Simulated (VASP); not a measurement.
Write the native input for VASP 6.6.1 that does the following.

```yaml
Task: single point
Functional: PBEsol
Potentials_or_basis: VASP PAW PBE potentials, release 64 (Ni, W_sv, S)
Cutoff: 350 eV
k_mesh: 3 × 3 × 2
Occupations: gaussian, width 0.03 eV
Spin: collinear spin, ferromagnetic start
Starting_moments: "[4.0, 0.0, 0.0, 0.0, 0.0, 0.0, 0.0, 0.0, 0.0, 0.0, 0.0, 0.0, 0.0, 0.0, 0.0, 0.0, 0.0, 0.0, 0.0, 0.0, 0.0, 0.0, 0.0, 0.0] μB"
Fixed_moment: 4 μB
Dq: 0
Further_INCAR_settings: LREAL = Auto; ALGO = Normal; EDIFF = 1e-05; NBANDS = 124; ISYM = 0
```

The structure of NiW7S16 (a cell with a defect) lies in POSCAR:

```
NiW7S16                                 
1.0
    6.3064000000      0.0000000000      0.0000000000
   -3.1532000000      5.4615026064      0.0000000000
    0.0000000000      0.0000000000     12.3230000000
  Ni              W               S             
     1     7    16
Direct
     0.1701332817355870    0.3367371071628597    0.2497707475380092
     0.1712077174670576    0.8353138204680320    0.2496107401845749
     0.6662311402552799    0.3315184008021745    0.2497194118097294
     0.6657642625509990    0.8354948638560767    0.2494660530776278
     0.3312262663253808    0.1661146878536951    0.7495887725706430
     0.3315839703438893    0.6662810607275692    0.7496161577407315
     0.8316546842065533    0.1664608210253066    0.7496070291761051
     0.8312694413199060    0.6660742032887182    0.7495904689427159
     0.1649971400554872    0.3331634754794151    0.6226263373577403
     0.1647810541468371    0.8327379587664699    0.6225860935032375
     0.6643652840212116    0.3324477710535705    0.6225762119600735
     0.6648009094987725    0.8331589800523617    0.6225440574062219
     0.3324799489327017    0.1698684891126848    0.1252932398296472
     0.3333569502708325    0.6657876249598563    0.1241175976010978
     0.8388429492499188    0.1702663574043534    0.1251307862507045
     0.8343651760462265    0.6676934660603617    0.1238904091178751
     0.1650823106300346    0.3331115334508109    0.8765236984076550
     0.1647795872586582    0.8327829263312077    0.8766712638453138
     0.6644403198766640    0.3325788509687826    0.8766353910248179
     0.6649521767907997    0.8331694949705654    0.8766666296518897
     0.3333343104811714    0.1687474775559747    0.3746755236621432
     0.3335285941188227    0.6647003776091645    0.3745640080462436
     0.8392867437387310    0.1697441397854813    0.3739748027267786
     0.8348417806784725    0.6681231112545056    0.3752255685684152
```

One way to write it, as run:

INCAR

```
PREC = Accurate
ENCUT = 350
EDIFF = 1E-5
ISMEAR = 0
SIGMA = 0.03
LREAL = Auto
LASPH = T
NELM = 120
ALGO = Normal
ISIF = 2
LWAVE = F
LCHARG = F
ISPIN = 2
MAGMOM = 4 0 0 0 0 0 0 0 0 0 0 0 0 0 0 0 0 0 0 0 0 0 0 0
LORBIT = 11
NUPDOWN = 4
LMAXMIX = 4
GGA = PS
NBANDS = 124
ISYM = 0
```

KPOINTS

```
regular mesh
0
Gamma
  3 3 2
```

Potentials or basis: VASP PAW PBE potentials, release 64 (Ni, W_sv, S).

Command:

```console
$ cat potpaw_PBE.64/Ni/POTCAR potpaw_PBE.64/W_sv/POTCAR potpaw_PBE.64/S/POTCAR > POTCAR
$ mpirun -np 1 vasp_std > vasp.out
```

It gave:

| Quantity | Value |
| --- | --- |
| Pressure | 0.6 GPa |
| Largest force | 0.178 eV/Å |
| Net moment | 4.00 μB per cell |
| Site moments | Ni +1.22; W +0.27, +0.26, +0.01, +0.02; S +0.00, +0.17, +0.18, +0.01 μB |
| Valence electrons inside the program's atomic spheres | Ni 9.20; W 12.07, 12.08; S 3.70, 3.68, 3.69 |

Caveat: the k mesh is coarse (spacing up to 0.38 Å⁻¹), so the values aren't converged; the PAW data sets were made with another functional, which shifts forces and pressure a little; the total moment is fixed, so each spin has its own Fermi level.

It took 25 min on 1 thread of Intel(R) Xeon(R) Platinum 8488C (Sapphire Rapids), on a shared host, peak memory 0.66 GiB.
